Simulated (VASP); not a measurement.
Output of a VASP run:

File OUTCAR:
```
 ion  position               nearest neighbor table
   1  0.000  0.000  0.000-   3 3.00   3 3.00   3 3.00   2 3.00   3 3.00   2 3.00   2 3.00   2 3.00
                             2 3.02   3 3.02
   2  0.335  0.335  0.000-   3 2.97   1 3.00   1 3.00   1 3.00   1 3.00   1 3.02   3 3.03   3 3.03
                             3 3.03   3 3.03
   3  0.665  0.665  0.000-   2 2.97   1 3.00   1 3.00   1 3.00   1 3.00   1 3.02   2 3.03   2 3.03
                             2 3.03   2 3.03
  LATTYP: Found a body centered tetragonal cell.
 ALAT       =     3.6856560000
 C/A-ratio  =     2.4475420386
 Subroutine PRICEL returns:
 Original cell was already a primitive cell.
 Subroutine GETGRP returns: Found 16 space group operations
The static configuration has the point symmetry D_4h.
The dynamic configuration has the point symmetry D_4h.
 Subroutine INISYM returns: Found 16 space group operations
 Subroutine IBZKPT returns following result:
 Found     75 irreducible k-points:

 Following reciprocal coordinates:
            Coordinates               Weight
  0.000000  0.000000  0.000000      1.000000
  0.111111 -0.000000  0.000000      8.000000
  0.222222  0.000000 -0.000000      8.000000
  0.333333  0.000000 -0.000000      8.000000
  0.444444  0.000000 -0.000000      8.000000
  0.111111  0.111111  0.000000      8.000000
  0.222222  0.111111  0.000000     16.000000
  0.333333  0.111111  0.000000     16.000000
  0.444444  0.111111  0.000000     16.000000
 -0.444444  0.111111  0.000000     16.000000
 -0.333333  0.111111  0.000000     16.000000
 -0.222222  0.111111  0.000000     16.000000
 -0.111111  0.111111  0.000000      4.000000
  0.222222  0.222222  0.000000      8.000000
  0.333333  0.222222  0.000000     16.000000
  0.444444  0.222222  0.000000     16.000000
 -0.444444  0.222222  0.000000     16.000000
 -0.333333  0.222222  0.000000     16.000000
 -0.222222  0.222222  0.000000      4.000000
  0.333333  0.333333  0.000000      8.000000
  0.444444  0.333333  0.000000     16.000000
 -0.444444  0.333333  0.000000     16.000000
 -0.333333  0.333333  0.000000      4.000000
  0.444444  0.444444  0.000000      8.000000
 -0.444444  0.444444  0.000000      4.000000
  0.111111  0.111111  0.111111      8.000000
  0.222222  0.111111  0.111111     16.000000
  0.333333  0.111111  0.111111     16.000000
 -0.111111  0.111111  0.111111      4.000000
  0.222222  0.222222  0.111111      8.000000
  0.333333  0.222222  0.111111     16.000000
  0.444444  0.222222  0.111111     16.000000
 -0.444444  0.222222  0.111111      8.000000
 -0.222222  0.222222  0.111111      8.000000
 -0.111111  0.222222  0.111111      8.000000
  0.333333  0.333333  0.111111      8.000000
  0.444444  0.333333  0.111111      8.000000
 -0.333333  0.333333  0.111111      8.000000
 -0.222222  0.333333  0.111111     16.000000
 -0.111111  0.333333  0.111111      8.000000
   k-points           NKPTS =     75   k-points in BZ     NKDIM =     75   number of bands    NBANDS=     13
   number of dos      NEDOS =    301   number of ions     NIONS =      3
   total plane-waves  NPLWV =  27000
   dimension x,y,z NGX =    30 NGY =   30 NGZ =   30
   dimension x,y,z NGXF=    60 NGYF=   60 NGZF=   60
   ions per type =               1   2
   PREC   = accura    normal or accurate (medium, high low for compatibility)
   ISTART =      0    job   : 0-new  1-cont  2-samecut
   ICHARG =      2    charge: 1-file 2-atom 10-const
   ISPIN  =      1    spin polarized calculation?
   LNONCOLLINEAR =      F non collinear calculations
   LSORBIT =      F    spin-orbit coupling
   INIWAV =      1    electr: 0-lowe 1-rand  2-diag
   ENCUT  =  300.0 eV  22.05 Ry    4.70 a.u.   7.36  7.36  7.36*2*pi/ulx,y,z
   NELM   =    100;   NELMIN=  2; NELMDL= -5     # of ELM steps
   EDIFF  = 0.1E-05   stopping-criterion for ELM
   LREAL  =      F    real-space projection
   NLSPLINE    = F    spline interpolate recip. space projectors
   LMAXMIX     =    6 max onsite mixed and CHGCAR
...
```

**OSZICAR**
```
       N       E                     dE             d eps       ncg     rms          rms(c)
DAV:   1     0.122266584341E+03    0.12227E+03   -0.46958E+03  1950   0.110E+03
DAV:   2     0.959302857938E+00   -0.12131E+03   -0.11955E+03  2630   0.248E+02
DAV:   3    -0.142044556590E+02   -0.15164E+02   -0.14742E+02  3228   0.100E+02
DAV:   4    -0.152703200557E+02   -0.10659E+01   -0.10337E+01  3654   0.234E+01
DAV:   5    -0.153120901549E+02   -0.41770E-01   -0.40734E-01  2967   0.425E+00    0.502E+00
DAV:   6    -0.151231067234E+02    0.18898E+00   -0.80402E-01  3307   0.665E+00    0.278E+00
DAV:   7    -0.151126679304E+02    0.10439E-01   -0.49494E-02  2795   0.172E+00    0.130E+00
DAV:   8    -0.151122804623E+02    0.38747E-03   -0.23055E-02  3272   0.141E+00    0.211E-01
DAV:   9    -0.151131072353E+02   -0.82677E-03   -0.23787E-03  3379   0.396E-01    0.125E-01
DAV:  10    -0.151133905242E+02   -0.28329E-03   -0.87527E-04  3075   0.214E-01    0.308E-02
DAV:  11    -0.151133894371E+02    0.10872E-05   -0.75591E-05  3288   0.851E-02    0.173E-02
DAV:  12    -0.151133924588E+02   -0.30217E-05   -0.11413E-05  3164   0.297E-02    0.818E-03
DAV:  13    -0.151133922088E+02    0.24996E-06   -0.18622E-06  2225   0.132E-02
   1 F= -.15113392E+02 E0= -.15101122E+02  d E =-.245406E-01
```

**OUTCAR**
```
------------------------ aborting loop because EDIFF is reached ----------------------------------------
  FORCE on cell =-STRESS in cart. coord.  units (eV):
  Direction    XX          YY          ZZ          XY          YZ          ZX
  --------------------------------------------------------------------------------------
  Total        3.9042249      3.9042249      2.3291360      0.0000000     -0.0000000     -0.0000000
  in kB      102.0941475    102.0941475     60.9061126      0.0000000     -0.0000000     -0.0000000
  external PRESSURE =      88.3648025 kB  Pullay stress =       0.0000000 kB
  volume of cell :       61.27
      direct lattice vectors                 reciprocal lattice vectors
    -1.842828000  1.842828000  4.510399000     0.000000000  0.271322120  0.110854938
     1.842828000 -1.842828000  4.510399000     0.271322120  0.000000000  0.110854938
     1.842828000  1.842828000 -4.510399000     0.271322120  0.271322120  0.000000000
 POSITION                                       TOTAL-FORCE (eV/Angst)
 -----------------------------------------------------------------------------------
      0.00000      0.00000      0.00000         0.000000      0.000000     -0.000000
      0.00000      0.00000      3.02467        -0.000000     -0.000000     -1.110288
      0.00000      0.00000      5.99612        -0.000000     -0.000000      1.110288
 -----------------------------------------------------------------------------------
    total drift:                               -0.000000      0.000000     -0.000000
  FREE ENERGIE OF THE ION-ELECTRON SYSTEM (eV)
  ---------------------------------------------------
  free  energy   TOTEN  =       -15.1133922088 eV

  energy  without entropy=      -15.0888515895  energy(sigma->0) =      -15.10112190
```
(Selected blocks of OUTCAR.)

### POSCAR
```
LaSi2
1
   -1.8428280000     1.8428280000     4.5103990000
    1.8428280000    -1.8428280000     4.5103990000
    1.8428280000     1.8428280000    -4.5103990000
La Si
1 2
Direct
  0.0000000000   0.0000000000   0.0000000000
  0.3353000000   0.3353000000   0.0000000000
  0.6647000000   0.6647000000   0.0000000000
```

### Question
Write an INCAR and KPOINTS that could have produced this output.

### Answer
Several could match; the one computed here: the input of the run itself, PBE GGA, plane waves, VASP's PBE PAW potentials (set 64).

KPOINTS:
```
kpoints
0
Gamma
  9 9 9
0 0 0
```

### INCAR
```
# general
SYSTEM =LaSi2
PREC   =Accurate
ENCUT  =300
LREAL  =.False.
LASPH  =.True.

# electronic loop
EDIFF  =1E-6
NELM   =100
ALGO   =Normal
LMAXMIX=6

# smearing
ISMEAR =-1
SIGMA  =0.05

# functional
GGA    =PE

# ions
ISIF   =2

# output
LWAVE  =.False.
LCHARG =.False.
```

POTCAR, in this order: La Si (PBE.64 set). Program: vasp_std.

At this cut-off the stress carries a Pulay error, which pulls relaxed volumes low.

The structure was generated: LaSi2 was put into an ordered model structure, which need not be its known phase. The cell was not relaxed at this level. The electron count is odd and the run is not spin-polarised, which forces a metal.
